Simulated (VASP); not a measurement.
Wanted: the native input for a VASP 6.6.1 run.

```
Task                   : single point
Functional             : PBEsol
Potentials or basis    : VASP PAW PBE potentials, release 54 (Pb_d, La)
Cutoff                 : 520 eV
k mesh                 : 9 × 9 × 9
Occupations            : gaussian, width 0.05 eV
Spin                   : no spin polarisation
Further INCAR settings : ALGO = Normal; EDIFF = 1e-07; NBANDS = 26
```

The structure of LaPb2 lies in POSCAR:

```
LaPb2
1.0
   -2.0663430000      2.0663430000      5.6384500000
    2.0663430000     -2.0663430000      5.6384500000
    2.0663430000      2.0663430000     -5.6384500000
Pb La
2 1
Cartesian
    0.0000000000      0.0000000000      7.7404021370
    0.0000000000      0.0000000000      3.5364978630
    0.0000000000      0.0000000000      0.0000000000
```

The cell comes from a database or a generator and needn't be the stable form of this composition.

These files were run (other wordings do the same):

INCAR

```
SYSTEM = LaPb2
PREC     = Accurate       ! precision mode
ENCUT    = 520            ! plane-wave cutoff, eV
EDIFF    = 1E-7           ! SCF threshold, eV
ISMEAR   = 0              ! smearing method
SIGMA    = 0.05           ! smearing width, eV
LREAL    = .False.        ! projectors in reciprocal space
LASPH    = .True.         ! aspherical terms in the spheres
NELM     = 60             ! most SCF steps
ALGO     = Normal         ! electronic algorithm
ISIF     = 2              ! what is computed and relaxed
LWAVE    = .False.        ! write WAVECAR
LCHARG   = .True.         ! write CHGCAR
GGA      = PS             ! functional
LELF     = .True.         ! ELF
LVHAR    = .True.       
NBANDS   = 26             ! bands
```

KPOINTS

```
regular mesh
0
Gamma
  9 9 9
  0 0 0
```

Potentials or basis: VASP PAW PBE potentials, release 54 (Pb_d, La).

Command:

```bash
$ cat potpaw_PBE.54/Pb_d/POTCAR potpaw_PBE.54/La/POTCAR > POTCAR
$ mpirun -np 1 vasp_std > vasp.out
```

It gave:

* Pressure: -2.7 GPa
* Largest force: 0.011 eV/Å
* Band gap on the k mesh: none (metal or under the smearing width)

Caveat: the PAW data sets were made with another functional, which shifts forces and pressure a little.

Wall time 9 min on 1 thread of Intel(R) Xeon(R) Platinum 8375C CPU @ 2.90GHz (Ice Lake), on a shared host, peak memory 0.46 GiB.
